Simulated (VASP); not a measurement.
AlB3P4:

```
Al B P
1.0
     3.82724    0.00000    0.00000
     0.00000    3.82724    0.00000
     0.00000    0.00000    7.01671
Al B P
1 3 4
Direct
  0.00000 0.00000 0.50000
  0.00000 0.00000 0.00000
  0.50000 0.50000 0.35080
  0.50000 0.50000 0.64920
  0.50000 0.00000 0.17411
  0.00000 0.50000 0.17411
  0.50000 0.00000 0.82589
  0.00000 0.50000 0.82589
```

The cell was built by a generator and needn't be a form met in nature.

```yaml
Program: VASP 6.6.1
Task: relaxation of cell and atoms
Functional: PBE
Potentials_or_basis: VASP PAW PBE potentials, release 64 (Al, B, P)
Cutoff: 520 eV
k_mesh: 4 × 4 × 2
Occupations: gaussian, width 0.15 eV
Spin: no spin polarisation
```

At the start: pressure -5.4 GPa; volume 12.85 Å³/atom.

**Question.** Where does the relaxation end?

**Answer.** Over 22 steps the energy falls by 372.5 meV/atom and the volume is 11.53 Å³/atom (-10.3 %); space group P4/mmm (No. 123, to 0.05 Å).

The path:
```
step  energy change (eV)  largest force (eV/Å)  pressure (GPa)  volume (Å³)
   1              0.0000                1.1663           -5.44       102.78
   2             -0.4725                1.3461            0.60        96.40
   3             -0.6609                1.2545            9.55        89.57
   4             -0.9276                1.0919           10.44        89.56
   5             -1.3714                0.8558           11.92        89.40
   6             -0.8572                2.0234           19.18        88.42
   7             -1.4246                0.9598           13.01        89.13
   8             -1.8562                1.1249            4.85        94.28
   9             -1.9424                1.0958            1.82        96.69
  10             -2.0027                1.1279           -3.19       101.52
  11             -2.0201                0.8829           -1.40        99.66
  12             -2.2286                0.9563           -3.08        99.96
  13             -2.3012                1.1957           -4.42       100.18
  14             -2.5348                0.9062           -3.54        97.21
  15             -2.7584                0.6890            4.74        88.62
  16             -2.7767                0.9697            1.90        90.80
  17             -2.7801                0.9251            2.60        90.20
  18             -2.8394                0.8150            3.01        89.83
  19             -2.8587                0.7211            2.65        89.95
  20             -2.9483                0.5906           -0.08        92.04
  21             -2.9627                0.4770           -1.38        93.14
  22             -2.9803                0.0190           -0.05        92.24
```

Final structure:
```xyz
8
Lattice="4.1735 0.0000 0.0000 0.0000 4.1735 0.0000 0.0000 0.0000 5.2957" Properties=species:S:1:pos:R:3 pbc="T T T"
Al    0.0000    0.0000    2.6479
B     0.0000    0.0000    0.0000
B     2.0868    2.0868    1.7504
B     2.0868    2.0868    3.5453
P     2.0868    4.1735    1.1397
P     0.0000    2.0868    1.1397
P     2.0868    0.0000    4.1560
P     0.0000    2.0868    4.1560
```

Caveat: the k mesh is coarse (spacing up to 0.45 Å⁻¹), so the values aren't converged.
